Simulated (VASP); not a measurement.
CoSi (B20): the formation energy from VASP (plane waves, PAW) at several levels of theory. The references are the elements' solids at the same level; no temperature or zero-point terms are added.

```
level   formation energy (eV/atom)
------  --------------------------
LDA                         -0.787
PBE                         -0.613
PBEsol                      -0.737
```

The cell of the LDA run:

```
CELL_PARAMETERS angstrom
      4.35097     0.00000     0.00000
      0.00000     4.35097     0.00000
      0.00000     0.00000     4.35097
ATOMIC_POSITIONS crystal
  Co 0.85439 0.64561 0.35439
  Co 0.35439 0.85439 0.64561
  Co 0.14561 0.14561 0.14561
  Co 0.64561 0.35439 0.85439
  Si 0.15687 0.34313 0.65687
  Si 0.65687 0.15687 0.34313
  Si 0.84313 0.84313 0.84313
  Si 0.34313 0.65687 0.15687
```

Only levels that ran to the end are used. Left out are those held back, those with too coarse a band path, GW runs whose mesh misses a band edge, hybrids' fits of cells that aren't cubic and levels without matching references; a question may draw on a part of the rest.
